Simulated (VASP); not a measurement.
C:

```
CELL_PARAMETERS angstrom
2.46100 0.00000 0.00000
-1.23050 2.13129 0.00000
0.00000 0.00000 6.70800
ATOMIC_POSITIONS crystal
C 0.00000 0.00000 0.25000
C 0.33333 0.66667 0.25000
C 0.00000 0.00000 0.75000
C 0.66667 0.33333 0.75000
```

The cell was built by a generator and needn't be a form met in nature.

Base run:

```yaml
Program: VASP 6.6.1
Functional: PBE
Potentials_or_basis: VASP PAW PBE potentials, release 64 (C)
Cutoff: 520 eV
k_mesh: 16 × 16 × 4
Occupations: fermi-dirac, width 0.05 eV
Spin: no spin polarisation
```

Its results: band gap on the k mesh 0.56 eV, direct; pressure 3.2 GPa.

Q: After a change of settings the same cell gave: band gap on the k mesh 0.54 eV, direct; pressure 1.4 GPa. Which change was it?
A. functional from PBE to rev-vdW-DF2
B. dispersion from none to D4
C. functional from PBE to PBEsol
D. functional from PBE to SCAN

A: A.

Caveats: this functional lacks dispersion, which binds the layers, so the pressure and a relaxed spacing across them are unreliable (some runs); the PAW data sets were made with another functional, which shifts forces and pressure a little (some runs).

Not every run made on this cell is shown here.
